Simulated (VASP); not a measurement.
Data:

```
O2Si
1.0
    4.97780     0.00000     0.00000
    0.00000     4.97780     0.00000
    0.00000     0.00000     6.90501
Si O
4 8
Cartesian
  0.97975   0.97975   0.00000
  1.50915   3.46865   5.17876
  3.99804   3.99804   3.45251
  3.46865   1.50915   1.72625
  3.03844   3.67444   4.70944
  3.79225   0.54954   2.98319
  1.93935   1.30335   1.25693
  1.18554   4.42825   6.43569
  0.54954   3.79225   3.92183
  1.30335   1.93935   5.64808
  4.42825   1.18554   0.46932
  3.67444   3.03844   2.19558
```

Computed with r2SCAN meta-GGA, VASP's PBE PAW potentials (set 64) (plane waves; VASP). Numerical set-up: 520 eV cut-off, 5×5×4 Γ-centred mesh, tetrahedra with Blöchl corrections, potentials Si O.

The cores are frozen, which limits the accuracy of field gradients.

**Question.** Give the principal components of the electric field gradient (V/Å²) and the asymmetry η at each nucleus.

**Answer.** 
```tsv
atom	Vxx	Vyy	Vzz	η
Si1	3.8	0.2	-4.0	0.88
Si2	3.8	0.2	-4.0	0.88
Si3	3.8	0.2	-4.0	0.88
Si4	3.8	0.2	-4.0	0.88
O5	-50.7	-35.8	86.5	0.17
O6	-50.7	-35.8	86.5	0.17
O7	-50.7	-35.8	86.5	0.17
O8	-50.7	-35.8	86.5	0.17
O9	-50.7	-35.8	86.5	0.17
O10	-50.7	-35.8	86.5	0.17
O11	-50.7	-35.8	86.5	0.17
O12	-50.7	-35.8	86.5	0.17
```

The structure comes from a computed database's SiO2 entry (P4_32_12); how it stands against other phases isn't given here. It was relaxed first.
